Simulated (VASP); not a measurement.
An input for Quantum ESPRESSO's pw.x (written as the equivalent of a VASP run, and not itself run):

```
&CONTROL
  calculation = 'scf'
  pseudo_dir = './pseudo'
  outdir = './out'
  tprnfor = .true.
  tstress = .true.
/
&SYSTEM
  ibrav = 0
  nat = 5
  ntyp = 3
  ecutwfc = 90
  occupations = 'smearing'
  smearing = 'methfessel-paxton'
  degauss = 0.00735
  input_dft = 'pbe'
/
&ELECTRONS
  conv_thr = 7.3e-08
  electron_maxstep = 100
/
ATOMIC_SPECIES
  Y 88.906 Y.upf
  Fe 55.845 Fe.upf
  Si 28.085 Si.upf
CELL_PARAMETERS angstrom
    -1.9753500    1.9753500    4.7178050
     1.9753500   -1.9753500    4.7178050
     1.9753500    1.9753500   -4.7178050
ATOMIC_POSITIONS crystal
  Y    0.0000000  0.0000000  0.0000000
  Fe   0.7500000  0.2500000  0.5000000
  Fe   0.2500000  0.7500000  0.5000000
  Si   0.6373500  0.6373500  0.0000000
  Si   0.3626500  0.3626500  0.0000000
K_POINTS automatic
  10 10 10 0 0 0
HUBBARD {ortho-atomic}
U Fe-3d 4
```

Task: Write the VASP files for the same calculation (PBE+U).

Result: This is not unique; one that fits is 
File KPOINTS:
```
Automatic mesh
0
Gamma
10 10 10
0 0 0
```

**INCAR**
```
ALGO=Normal
EDIFF=1E-6
ENCUT=400
GGA=PE
ISIF=2
ISMEAR=1
LASPH=.TRUE.
LCHARG=.FALSE.
LDAU=.TRUE.
LDAUJ=0 0 0
LDAUL=-1 2 -1
LDAUPRINT=1
LDAUTYPE=2
LDAUU=0 4.0 0
LMAXMIX=4
LORBIT=10
LREAL=.FALSE.
LWAVE=.FALSE.
NELM=100
PREC=Accurate
SIGMA=0.1
SYSTEM=Y(FeSi)2
```

File POSCAR:
```
Y(FeSi)2
1
   -1.9753500000     1.9753500000     4.7178050000
    1.9753500000    -1.9753500000     4.7178050000
    1.9753500000     1.9753500000    -4.7178050000
Y Fe Si
1 2 2
Direct
  0.0000000000   0.0000000000   0.0000000000
  0.7500000000   0.2500000000   0.5000000000
  0.2500000000   0.7500000000   0.5000000000
  0.6373500000   0.6373500000   0.0000000000
  0.3626500000   0.3626500000   0.0000000000
```

POTCAR, in this order: Y_sv Fe Si (PBE.64 set). Program: vasp_std.

What does not carry over: the potentials are each code's own (VASP's PAW set, PseudoDojo norm-conserving files in pw.x), so ENCUT and ecutwfc are chosen apart and not converted; conv_thr bounds pw.x's estimated SCF error, while EDIFF bounds the energy change between steps; the +U projectors differ (PAW spheres against orthogonalised atomic orbitals), so the same U acts differently.

The structure comes from a computed database's Fe2YSi2 entry (I4/mmm); how it stands against other phases isn't given here. The cell was not relaxed at this level. The run is one of a series of settings (LDAU = .TRUE., LDAUJ = 0 0 0, LDAUL = -1 2 -1, LDAUTYPE = 2, LDAUU = 0 4.0 0 against the base run), some of them coarse on purpose.
